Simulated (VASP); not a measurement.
Input:

```yaml
crystal:
  lattice:
    - [1.26797, -2.17928, 0.00000]
    - [1.26797, 2.17928, 0.00000]
    - [0.00000, 0.00000, 3.99937]
  atoms:
    - { symbol: Co, position: [0.33333, 0.66667, 0.25000], spin: 1.8 }
    - { symbol: Co, position: [0.69407, 0.36073, 0.75000], spin: 1.8 }
```

Method: PBE GGA, VASP's PBE PAW potentials (set 64) (plane waves; VASP). Settings: 400 eV cut-off, 15×15×8 Γ-centred mesh, tetrahedra with Blöchl corrections, potentials Co.

For a metal the tetrahedron method with Blöchl corrections gives inexact stress and forces.

Q: What does the run give for the cell moment, energy per atom (σ→0), pressure, largest force, band gap (on the k-mesh) with the smallest direct gap where there is one?

A: 
- band gap (on the k-mesh): none (metal, semimetal or under 0.01 eV)
- cell moment: 3.19 μB
- energy per atom (σ→0): -7.028 eV/atom
- pressure: -4.93 GPa
- largest force: 0.00655 Ry/bohr

Q: Give the moment on each site (PAW-sphere projection).

A: 
```
site  moment (μB)
----  -----------
Co1          1.62
Co2          1.62
```

Only differences to runs with the same potentials and settings are physical.

The compound is Co in the hcp structure. The cell was not relaxed at this level, atoms are displaced from their ideal sites. The run is one of a series of settings (ISMEAR = -5, SIGMA removed against the base run), some of them coarse on purpose.
